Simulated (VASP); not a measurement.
Level of theory: revPBE GGA, VASP's PBE PAW potentials (set 64) (plane waves; VASP).

VASP input:

File POSCAR:
```
Mo
1
   -1.5750000000     1.5750000000     1.5750000000
    1.5750000000    -1.5750000000     1.5750000000
    1.5750000000     1.5750000000    -1.5750000000
Mo
1
Direct
  0.0000000000   0.0000000000   0.0000000000
```

**INCAR**
```
ALGO = Normal
EDIFF = 1E-6
EDIFFG = -0.01
ENCUT = 520
GGA = RE
IBRION = 2
ISIF = 3
ISMEAR = 1
LASPH = .True.
LCHARG = .False.
LMAXMIX = 4
LREAL = .False.
LWAVE = .False.
NELM = 100
NSW = 60
PREC = Accurate
SIGMA = 0.1
SYSTEM = Mo
```

KPOINTS:
```
Automatic mesh
0
Gamma
15 15 15
0 0 0
```

POTCAR, in this order: Mo_sv (PBE.64 set). Program: vasp_std.

Q: What will the output report for the number of irreducible k-points (NKPTS), largest plane-wave count, number of space-group operations, FFT grid (NGX, NGY, NGZ)?

A: 
```yaml
number of irreducible k-points (NKPTS): 120
largest_plane_wave_count: 432
number_of_space_group_operations: 48
FFT grid (NGX, NGY, NGZ): 20 × 20 × 20
```

The compound is Mo in the bcc structure. This run relaxes it. Symmetry was kept, so distortions that lower it aren't found.
